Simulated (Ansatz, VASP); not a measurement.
**Two plane-wave programs on MgAl12**

```
CELL_PARAMETERS angstrom
5.71430 0.00000 0.00000
0.00000 5.71430 0.00000
0.00000 0.00000 19.67502
ATOMIC_POSITIONS crystal
Al 0.25000 0.25000 0.20330
Al 0.25000 0.75000 0.20330
Al 0.75000 0.25000 0.20330
Al 0.75000 0.75000 0.20330
Al 0.00000 0.00000 0.30928
Al 0.00000 0.50000 0.30928
Al 0.50000 0.00000 0.30928
Al 0.50000 0.50000 0.30928
Al 0.23106 0.22964 0.40662
Al 0.23531 0.74406 0.41663
Al 0.73456 0.24349 0.41998
Al 0.73698 0.74334 0.41839
Mg 0.33333 0.41667 0.52902
```

Alike in both runs: functional PBE; k mesh 5 × 5 × 1; occupations gaussian, width 0.1 eV; no spin polarisation.

Ansatz relaxed the structure, and its values are those at the end. VASP's run is a single point on that final structure, the one shown.

|  | VASP | Ansatz |
| --- | --- | --- |
| version | VASP 6.6.1 | Ansatz 0.2.0 |
| potentials or method | VASP PAW PBE potentials, release 64 (Al, Mg) | scalar-relativistic, plane waves, PAW |
| plane-wave cutoff (eV) | 520 | 420 |
| valence electrons in the cell | 38 | 46 |

|  | VASP | Ansatz | Ansatz less VASP |
| --- | --- | --- | --- |
| gap on the k mesh at the Fermi level (eV) | none | none | - |
| rms of the force components (eV/Å) | 0.108 | 0.108 | 0.0000 |

A gap of «none» marks a metal or a gap that the smearing closes. The functional is the same, so the differences come from potentials, cutoffs and numerics. The two sets of potentials don't hold the same shells in valence.
